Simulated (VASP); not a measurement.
Calculation: PBE GGA, VASP's PBE PAW potentials (set 64) (plane waves; VASP 6.6.1).

VASP ran on this input.

POSCAR:
```
Si
1
    0.0000000000     2.7342686751     2.7342686751
    2.7342686751     0.0000000000     2.7342686751
    2.7342686751     2.7342686751    -0.0000000000
Si
2
Direct
  0.0000000000   0.0000000000   0.0000000000
  0.2500000000   0.2500000000   0.2500000000
```

**INCAR**
```
# general
SYSTEM = Si
PREC   = Accurate
ENCUT  = 480
LREAL  = .False.
LASPH  = .True.

# electronic loop
EDIFF  = 1E-6
NELM   = 100
ALGO   = Normal

# smearing
ISMEAR = 0
SIGMA  = 0.05

# functional
GGA    = PE

# ions
IBRION = 2
NSW    = 60
ISIF   = 3
EDIFFG = -0.01

# output
LWAVE  = .False.
LCHARG = .False.
```

KPOINTS:
```
Automatic mesh
0
gamma
 8 8 8
```

POTCAR, in this order: Si (PBE.64 set). Program: vasp_std.

Problem. Predict the energy per atom (σ→0).

Solution. 
```
Quantity                       Result
---------------------  --------------
energy per atom (σ→0)  -5.423 eV/atom
```

OSZICAR:
```
...
DAV:   5    -0.110149809011E+02   -0.30378E-05   -0.30377E-05   624   0.264E-02    0.475E+00
DAV:   6    -0.108985804891E+02    0.11640E+00   -0.75854E-02   560   0.144E+00    0.290E+00
DAV:   7    -0.108447456999E+02    0.53835E-01   -0.14609E-01   616   0.213E+00    0.174E-01
DAV:   8    -0.108458531457E+02   -0.11074E-02   -0.38322E-03   504   0.464E-01    0.730E-02
DAV:   9    -0.108460552960E+02   -0.20215E-03   -0.20421E-04   672   0.112E-01    0.569E-02
DAV:  10    -0.108460807933E+02   -0.25497E-04   -0.30738E-05   504   0.415E-02    0.100E-02
DAV:  11    -0.108460804278E+02    0.36544E-06   -0.56985E-07   688   0.528E-03
   1 F= -.10846080E+02 E0= -.10846080E+02  d E =-.108461E+02
```

The compound is Si in the diamond structure. It was relaxed first. The start is the result of an earlier pass.
